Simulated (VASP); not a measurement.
Method: r2SCAN meta-GGA, VASP's PBE PAW potentials (set 64) (plane waves; VASP 6.6.1).

The input files of a VASP run:

### KPOINTS
```
Automatic
0
Gamma
 7 7 7
0 0 0
```

**INCAR**
```
SYSTEM = Ge
PREC = Accurate
ENCUT = 400
EDIFF = 1E-8
NELM = 100
ALGO = Normal
LREAL = .FALSE.
LASPH = .TRUE.
ISMEAR = 0
SIGMA = 0.05
METAGGA = R2SCAN
LMIXTAU = .TRUE.
LMAXMIX = 4
LWAVE = .FALSE.
LCHARG = .FALSE.
IBRION = 1
ISIF = 2
NSW = 30
EDIFFG = -0.001
```

POSCAR:
```
Ge
1
    0.0000000000     2.8324706227     2.8324706227
    2.8324706227     0.0000000000     2.8324706227
    2.8324706227     2.8324706227     0.0000000000
Ge
2
Direct
  0.0000000000   0.0000000000   0.0000000000
  0.2500000000   0.2500000000   0.2500000000
```

POTCAR, in this order: Ge_d (PBE.64 set). Program: vasp_std.

What VASP printed:

OUTCAR:
```
 ion  position               nearest neighbor table
   1  0.000  0.000  0.000-   2 2.45   2 2.45   2 2.45   2 2.45
   2  0.250  0.250  0.250-   1 2.45   1 2.45   1 2.45   1 2.45
  LATTYP: Found a face centered cubic cell.
 ALAT       =     5.6649412454
 Subroutine PRICEL returns:
 Original cell was already a primitive cell.
 Subroutine GETGRP returns: Found 48 space group operations
The static configuration has the point symmetry T_d .
 The point group associated with its full space group is O_h .
The dynamic configuration has the point symmetry T_d .
 Subroutine INISYM returns: Found 48 space group operations
 Subroutine IBZKPT returns following result:
 Found     20 irreducible k-points:

 Following reciprocal coordinates:
            Coordinates               Weight
  0.000000  0.000000  0.000000      1.000000
  0.142857  0.000000  0.000000      8.000000
  0.285714  0.000000  0.000000      8.000000
  0.428571  0.000000  0.000000      8.000000
  0.142857  0.142857  0.000000      6.000000
  0.285714  0.142857  0.000000     24.000000
  0.428571  0.142857  0.000000     24.000000
 -0.428571  0.142857  0.000000     24.000000
 -0.285714  0.142857  0.000000     24.000000
 -0.142857  0.142857  0.000000     12.000000
  0.285714  0.285714  0.000000      6.000000
  0.428571  0.285714  0.000000     24.000000
 -0.428571  0.285714  0.000000     24.000000
 -0.285714  0.285714  0.000000     12.000000
  0.428571  0.428571  0.000000      6.000000
 -0.428571  0.428571  0.000000     12.000000
  0.428571  0.285714  0.142857     24.000000
 -0.428571  0.285714  0.142857     48.000000
 -0.428571  0.428571  0.142857     24.000000
 -0.285714  0.428571  0.142857     24.000000
   k-points           NKPTS =     20   k-points in BZ     NKDIM =     20   number of bands    NBANDS=     18
   number of dos      NEDOS =    301   number of ions     NIONS =      2
   total plane-waves  NPLWV =  21952
...
```

**OSZICAR**
```
       N       E                     dE             d eps       ncg     rms          rms(c)
DAV:   1     0.132986182057E+03    0.13299E+03   -0.13824E+04   728   0.380E+03
DAV:   2    -0.105282632703E+02   -0.14351E+03   -0.14112E+03   720   0.487E+02
DAV:   3    -0.298531163759E+02   -0.19325E+02   -0.19113E+02   802   0.144E+02
DAV:   4    -0.304097981648E+02   -0.55668E+00   -0.55611E+00   808   0.282E+01
DAV:   5    -0.304190056018E+02   -0.92074E-02   -0.92068E-02   794   0.376E+00    0.337E+00
DAV:   6    -0.277170076864E+02    0.27020E+01   -0.36433E-01   862   0.115E+01    0.196E+00
DAV:   7    -0.279358154969E+02   -0.21881E+00   -0.38064E-01   888   0.910E+00    0.332E-01
DAV:   8    -0.277273222808E+02    0.20849E+00   -0.13629E-01   772   0.519E+00    0.132E-01
DAV:   9    -0.277184567463E+02    0.88655E-02   -0.33310E-03   782   0.673E-01    0.125E-01
DAV:  10    -0.277171865963E+02    0.12701E-02   -0.59269E-04   928   0.411E-01    0.163E-01
DAV:  11    -0.277181052774E+02   -0.91868E-03   -0.10241E-02   924   0.182E+00    0.500E-02
DAV:  12    -0.277196804188E+02   -0.15751E-02   -0.44799E-04   726   0.222E-01    0.503E-02
DAV:  13    -0.277199089019E+02   -0.22848E-03   -0.27092E-05   812   0.455E-02    0.435E-02
DAV:  14    -0.277202620090E+02   -0.35311E-03   -0.31787E-04   728   0.164E-01    0.282E-02
DAV:  15    -0.277203362449E+02   -0.74236E-04   -0.48393E-05   722   0.683E-02    0.202E-02
DAV:  16    -0.277203341272E+02    0.21176E-05   -0.37543E-06   750   0.171E-02    0.142E-02
DAV:  17    -0.277203669515E+02   -0.32824E-04   -0.14289E-05   726   0.348E-02    0.226E-03
DAV:  18    -0.277203684257E+02   -0.14742E-05   -0.10458E-06   752   0.124E-02    0.137E-03
DAV:  19    -0.277203697061E+02   -0.12804E-05   -0.77904E-08   782   0.374E-03    0.937E-04
DAV:  20    -0.277203690497E+02    0.65641E-06   -0.41714E-07   710   0.606E-03    0.327E-04
DAV:  21    -0.277203695569E+02   -0.50726E-06   -0.19931E-08   588   0.159E-03    0.137E-04
DAV:  22    -0.277203693508E+02    0.20614E-06   -0.27713E-09   390   0.837E-04    0.116E-04
DAV:  23    -0.277203695023E+02   -0.15147E-06   -0.49883E-09   522   0.805E-04    0.438E-05
DAV:  24    -0.277203694444E+02    0.57876E-07   -0.39201E-10   360   0.273E-04    0.105E-05
DAV:  25    -0.277203694539E+02   -0.94897E-08   -0.83842E-11   360   0.159E-04
   1 F= -.27720369E+02 E0= -.27720369E+02  d E =-.277204E+02
```

File OUTCAR:
```
------------------------ aborting loop because EDIFF is reached ----------------------------------------
  FORCE on cell =-STRESS in cart. coord.  units (eV):
  Direction    XX          YY          ZZ          XY          YZ          ZX
  --------------------------------------------------------------------------------------
  Total        0.0054260      0.0054260      0.0054260      0.0000000      0.0000000     -0.0000000
  in kB        0.1912791      0.1912791      0.1912791      0.0000000      0.0000000     -0.0000000
  external PRESSURE =       0.1912791 kB  Pullay stress =       0.0000000 kB
  volume of cell :       45.45
      direct lattice vectors                 reciprocal lattice vectors
     0.000000000  2.832470623  2.832470623    -0.176524337  0.176524337  0.176524337
     2.832470623  0.000000000  2.832470623     0.176524337 -0.176524337  0.176524337
     2.832470623  2.832470623  0.000000000     0.176524337  0.176524337 -0.176524337
 POSITION                                       TOTAL-FORCE (eV/Angst)
 -----------------------------------------------------------------------------------
      0.00000      0.00000      0.00000         0.000000      0.000000     -0.000000
      1.41624      1.41624      1.41624        -0.000000     -0.000000      0.000000
 -----------------------------------------------------------------------------------
    total drift:                                0.000000      0.000000      0.000000
  FREE ENERGIE OF THE ION-ELECTRON SYSTEM (eV)
  ---------------------------------------------------
  free  energy   TOTEN  =       -27.7203694539 eV

  energy  without entropy=      -27.7203694535  energy(sigma->0) =      -27.72036945

 reached required accuracy - stopping structural energy minimisation
```
(Selected blocks of OUTCAR.)

The compound is Ge in the diamond structure. It was relaxed first. The start is the result of an earlier pass.
